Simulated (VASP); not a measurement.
An input for Ansatz (written as the equivalent of a VASP run, and not itself run):

Ansatz 0.2 input:
```yaml
crystal:
  lattice:
    - [2.1151950, 1.2212090, 6.4126830]
    - [-2.1151950, 1.2212090, 6.4126830]
    - [0.0000000, -2.4424170, 6.4126830]
  atoms:
    - { symbol: Sn, position: [0.0000000, 0.0000000, 0.0000000] }
    - { symbol: Te, position: [0.2520000, 0.2520000, 0.2520000] }
    - { symbol: Te, position: [0.7480000, 0.7480000, 0.7480000] }
kpoints:
  mp_grid: { grid: [5, 5, 5] }
hamiltonian:
  xc: pbe
  pseudopotentials: { kind: paw }
scf:
  occupations: { method: gaussian, width: 0.1 }
  max_iter: 100
output: { forces: true, stress: true, eigenvalues: true }
```

Question: Translate this input to VASP (INCAR, KPOINTS, POSCAR, choice of POTCAR).

Answer: One answer among several that fit: 
### INCAR
```
SIGMA  =  0.1   # width (eV)
PREC  =  Accurate
SYSTEM  =  SnTe2
LWAVE  =  .FALSE.
ISIF  =  2
LASPH  =  .TRUE.   # aspherical one-centre terms
ISMEAR  =  0
ENCUT  =  300
GGA  =  PE
NELM  =  100
LREAL  =  .FALSE.
LMAXMIX  =  4   # l cut-off of mixed one-centre charges
EDIFF  =  1E-6   # SCF stop (eV)
ALGO  =  Normal   # blocked Davidson
LCHARG  =  .FALSE.
```

POSCAR:
```
SnTe2
6.4126830
  0.3298455576   0.1904365146   1.0000000000
 -0.3298455576   0.1904365146   1.0000000000
  0.0000000000  -0.3808728733   1.0000000000
Sn Te
1 2
Cartesian
  0.0000000000   0.0000000000   0.0000000000
  0.0000000000   0.0000000393   0.7560000000
 -0.0000000000   0.0000001166   2.2440000000
```

### KPOINTS
```
Automatic mesh
0
G
5 5 5
0 0 0
```

POTCAR, in this order: Sn_d Te (PBE.64 set). Program: vasp_std.

What does not carry over: each code has its own PAW files, so the cut-off isn't converted (ENCUT is set for VASP's; basis.ecutwfc is left out, and Ansatz then takes the one that its files recommend); Ansatz stops its SCF on the density residual and VASP on the energy change (EDIFF).

The structure was generated: SnTe2 was put into an ordered model structure, which need not be its known phase. The cell was not relaxed at this level. The k-mesh is coarse (spacing up to 0.35 per Å, 2π included), so the numbers may not be converged in it.
